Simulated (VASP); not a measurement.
The system is PtSe2.

```
Pt Se
1.0
     3.71731    0.00000    0.00000
    -1.85865    3.21928    0.00000
     0.00000    0.00000    5.82007
Pt Se
1 2
Direct
  0.00000 0.00000 0.00000
  0.66667 0.33333 0.77461
  0.33333 0.66667 0.22539
```

The cell is a database's computed one.

| Property | Result |
| --- | --- |
| Program | VASP 6.6.1 |
| Task | relaxation of cell and atoms |
| Functional | PBEsol |
| Potentials or basis | VASP PAW PBE potentials, release 64 (Pt, Se) |
| Cutoff | 600 eV |
| k mesh | 9 × 9 × 6 |
| Occupations | gaussian, width 0.02 eV |
| Spin | no spin polarisation |

At the start: pressure -1.8 GPa; volume 23.22 Å³/atom.

Task: How do energy, volume and symmetry change on relaxing?

Result: Over 31 steps the energy falls by 24.5 meV/atom and the volume is 19.86 Å³/atom (-14.5 %); space group P-3m1 (No. 164, to 0.05 Å).

The path:
| step | energy change (eV) | largest force (eV/Å) | pressure (GPa) | volume (Å³) |
| --- | --- | --- | --- | --- |
| 1 | 0.0000 | 0.2129 | -1.78 | 69.65 |
| 2 | 0.0096 | 0.4296 | 3.12 | 67.09 |
| 3 | -0.0069 | 0.0304 | 0.05 | 68.62 |
| 4 | -0.0088 | 0.0566 | -0.02 | 68.53 |
| 5 | -0.0117 | 0.1365 | -0.21 | 68.22 |
| 6 | -0.0137 | 0.1385 | -0.19 | 67.89 |
| 7 | -0.0201 | 0.1481 | -0.10 | 66.90 |
| 8 | -0.0331 | 0.1799 | 0.22 | 64.91 |
| 9 | -0.0588 | 0.3123 | 1.59 | 60.92 |
| 10 | 0.1298 | 0.0050 | 10.13 | 52.87 |
| 11 | -0.0434 | 0.5774 | 3.38 | 60.14 |
| 12 | -0.0215 | 0.5604 | 5.96 | 56.51 |
| 13 | -0.0410 | 0.6075 | 4.31 | 58.83 |
| 14 | -0.0394 | 0.6016 | 4.61 | 58.35 |
| 15 | -0.0396 | 0.5987 | 4.63 | 58.33 |
| 16 | -0.0400 | 0.5909 | 4.61 | 58.27 |
| 17 | -0.0408 | 0.5754 | 4.58 | 58.16 |
| 18 | -0.0419 | 0.5460 | 4.54 | 57.92 |
| 19 | -0.0424 | 0.4910 | 4.49 | 57.44 |
| 20 | -0.0438 | 0.4807 | 4.37 | 57.50 |
| 21 | -0.0478 | 0.4504 | 3.99 | 57.66 |
| 22 | -0.0547 | 0.3898 | 3.24 | 57.99 |
| 23 | -0.0646 | 0.2695 | 1.82 | 58.65 |
| 24 | -0.0695 | 0.0375 | -0.82 | 59.98 |
| 25 | -0.0701 | 0.0923 | -0.20 | 59.65 |
| 26 | -0.0704 | 0.0882 | -0.19 | 59.65 |
| 27 | -0.0712 | 0.0758 | -0.16 | 59.64 |
| 28 | -0.0724 | 0.0491 | -0.12 | 59.63 |
| 29 | -0.0735 | 0.0066 | -0.03 | 59.59 |
| 30 | -0.0735 | 0.0088 | -0.03 | 59.59 |
| 31 | -0.0735 | 0.0044 | 0.02 | 59.58 |

Final structure:
```
CELL_PARAMETERS angstrom
3.75849 0.00000 0.00000
-1.87925 3.25495 0.00000
0.00000 0.00000 4.86989
ATOMIC_POSITIONS crystal
Pt 0.00000 0.00000 0.00000
Se 0.66667 0.33333 0.73895
Se 0.33333 0.66667 0.26105
```

Caveat: the PAW data sets were made with another functional, which shifts forces and pressure a little; this functional lacks dispersion, which binds the layers, so the pressure and a relaxed spacing across them are unreliable.
